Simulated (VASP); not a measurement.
The cell holds one NaF (rock salt) (100) slab, with vacuum along c, ions free to move until forces fall under 0.03 eV/Å, no reconstruction beyond this cell, dipole correction on. Ionisation potential and electron affinity count from the cell's own band edges, surface states included.

Consider the following.

```
CELL_PARAMETERS angstrom
      3.27390     0.00000     0.00000
      0.00000     3.27390     0.00000
      0.00000     0.00000    24.26000
ATOMIC_POSITIONS crystal
  Na 0.00000 0.50000 0.35735
  Na 0.50000 0.00000 0.45225
  Na 0.00000 0.50000 0.54775
  Na 0.50000 0.00000 0.64265
  F  0.00000 0.50000 0.45221
  F  0.50000 0.00000 0.35642
  F  0.00000 0.50000 0.64358
  F  0.50000 0.00000 0.54779
```

These are PBEsol GGA, VASP's PBE PAW potentials (set 64) (plane waves; VASP) values and carry that method's errors. Settings: 450 eV cut-off, 6×6×1 Γ-centred mesh, Gaussian smearing of 0.050 eV, potentials Na_pv F.

Slab and bulk use different k-meshes, so the surface energy is good to a few per cent at best.

Problem. Predict its surface energy, ionisation potential, electron affinity, band gap (on the k-mesh).

Solution. 
The surface energy comes out as 0.30 J/m². The ionisation potential is 6.82 eV and the electron affinity comes out as 1.06 eV. The band gap (on the k-mesh) comes out as 5.77 eV.

The cell is a thin slab with vacuum, built from NaF (rock salt): (100) face.
